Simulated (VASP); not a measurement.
Input:

```yaml
crystal:
  lattice:
    - [2.72000, 0.00000, 0.00000]
    - [0.00000, 2.72000, 0.00000]
    - [0.00000, 0.00000, 3.71000]
  atoms:
    - { symbol: Fe, position: [0.00000, 0.00000, 0.00000], spin: 3.0 }
    - { symbol: Pt, position: [0.50000, 0.50000, 0.50000] }
```

These are PBE GGA, VASP's PBE PAW potentials (set 64) (plane waves; VASP 6.6.1) values and carry that method's errors. Run with 400 eV cut-off, KSPACING 0.16 per Å, first-order Methfessel-Paxton smearing of 0.10 eV, potentials Fe Pt.

### Question
Give the stress tensor in GPa (positive for a compressed cell).

### Answer

```
3.23  0.00  0.00
0.00  3.23  0.00
0.00  0.00  4.94
```
The pressure is its mean diagonal, 3.80 GPa.

The compound is FePt in the L1_0 structure. The cell was not relaxed at this level. The run is one of a series of settings (KGAMMA = .FALSE., KSPACING = 0.16, KPOINTS file removed against the base run), some of them coarse on purpose.
